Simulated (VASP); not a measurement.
Consider the following.

```yaml
crystal:
  lattice:
    - [2.19954, -3.78120, 0.00000]
    - [2.19954, 3.78120, 0.00000]
    - [0.00000, 0.00000, 5.96971]
  atoms:
    - { symbol: Te, position: [0.00000, 0.26300, 0.66667] }
    - { symbol: Te, position: [0.73700, 0.73700, 0.00000] }
    - { symbol: Te, position: [0.27672, 0.01372, 0.33333] }
```

These are PBE GGA, VASP's PBE PAW potentials (set 64) (plane waves; VASP 6.6.1) values and carry that method's errors. Numerical set-up: 400 eV cut-off, 7×7×6 Monkhorst-Pack mesh, Gaussian smearing of 0.050 eV, potentials Te.

Give the force on each atom (eV/Å).

```csv
atom,Fx,Fy,Fz
Te1,0.281,0.406,0.021
Te2,-0.322,-0.021,0.056
Te3,0.041,-0.384,-0.077
```

Give the stress tensor in GPa (positive for a compressed cell).

```
 2.40   0.20  -0.34
 0.20   2.97   0.38
-0.34   0.38   3.19
```
The pressure is its mean diagonal, 2.85 GPa.

The compound is Te in the trig structure. The cell was not relaxed at this level, atoms are displaced from their ideal sites. The run is one of a series of settings (KPOINTS 7×7×6 Monkhorst-Pack mesh against the base run), some of them coarse on purpose.
